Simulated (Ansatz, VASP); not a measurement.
Given: the input of a run of VASP 6.6.1 on Mg6CoSb. Atoms were shifted at random by some hundredths of an Å from the given cell, which wasn't relaxed again for these runs. The cell comes from a database or a generator and needn't be the stable form of this composition.

Contents of INCAR:

```
  PREC = Accurate
  ENCUT = 520
  EDIFF = 1E-7
  ISMEAR = -1
  SIGMA = 0.05
  LREAL = False
  LASPH = True
  NELM = 150
  ALGO = Normal
  ISIF = 2
  LWAVE = False
  LCHARG = True
  ISPIN = 2
  MAGMOM = 0 2 0 0 0 0 0 0
  LORBIT = 11
  LMAXMIX = 4
  GGA = PE
  LELF = True
  LVHAR = True
  NBANDS = 27
```

The input KPOINTS:

```
Automatic mesh
0
Gamma
  6 5 5
```

POSCAR

```
Mg6CoSb
1.0
    4.8811520000      0.0000000000      0.0000000000
    0.0000000000      3.1136065000      5.3272715000
    0.0000000000     -3.1136065000      5.3272715000
Sb Co Mg
1 1 6
Direct
    0.5072500000      0.6645030000      0.6786990000
    0.0036810000      0.8466370000      0.8371700000
    0.5124530000      0.1681750000      0.1706360000
    0.5006140000      0.6811450000      0.1452190000
    0.5090670000      0.1481300000      0.6746310000
   -0.0059670000      0.3396590000      0.3239300000
   -0.0043000000      0.8374770000      0.3224720000
    0.0093970000      0.3141350000      0.8406040000
```

Potentials or basis: VASP PAW PBE potentials, release 64 (Sb, Co, Mg).

Command:

```bash
$ cat potpaw_PBE.64/Sb/POTCAR potpaw_PBE.64/Co/POTCAR potpaw_PBE.64/Mg/POTCAR > POTCAR
$ mpirun -np 1 vasp_std > vasp.out
```

Q: Set up the same calculation for Ansatz 0.2.0. Potentials or basis there: Ansatz PAW, cutoff 420 eV.

A: As run (cutoffs and basis follow the program's own potentials, and thresholds, step limits or extra output files can differ):

The input input.yaml:

```yaml
crystal:
  lattice:
    - [4.881152, 0.0, 0.0]
    - [0.0, 3.1136065, 5.3272715]
    - [0.0, -3.1136065, 5.3272715]
  atoms:
    - { symbol: Sb, position: [0.50725, 0.664503, 0.678699] }
    - { symbol: Co, position: [0.003681, 0.846637, 0.83717], spin: 2.0 }
    - { symbol: Mg, position: [0.512453, 0.168175, 0.170636] }
    - { symbol: Mg, position: [0.500614, 0.681145, 0.145219] }
    - { symbol: Mg, position: [0.509067, 0.14813, 0.674631] }
    - { symbol: Mg, position: [-0.005967, 0.339659, 0.32393] }
    - { symbol: Mg, position: [-0.0043, 0.837477, 0.322472] }
    - { symbol: Mg, position: [0.009397, 0.314135, 0.840604] }
hamiltonian:
  xc: pbe
  pseudopotentials: { kind: paw }
magnetization:
  spin_polarized: true
kpoints:
  mp_grid: { grid: [6, 5, 5] }
scf:
  occupations: { method: fermi_dirac, width: 0.05 }
output:
  forces: true
  stress: true
  eigenvalues: true
```

Potentials or basis: Ansatz PAW.

Launch:

```bash
$ ansatz run input.yaml --threads 4 --pin off --max-ram 10240MiB --backend cpu --events-out ev --progress --plain --runs-dir out
```

Both were run:

|  | VASP | Ansatz |
| --- | --- | --- |
| Pressure | 0.2 GPa | 0.3 GPa |
| Largest force | 0.324 eV/Å | 0.322 eV/Å |
| Net moment | 0.96 μB per cell | 0.98 μB per cell |

Ansatz's pressure holds a Pulay term of +0.02 GPa for its cutoff of 420 eV, which the other run lacks.

The potentials hold 26 and 92 valence electrons a cell.

Where Ansatz's input types no cutoff or centring, it takes its own default and a Γ-centred mesh.

The magnetic state is the one that the start led to; the real crystal's order can differ.

Pressure is positive in compression.
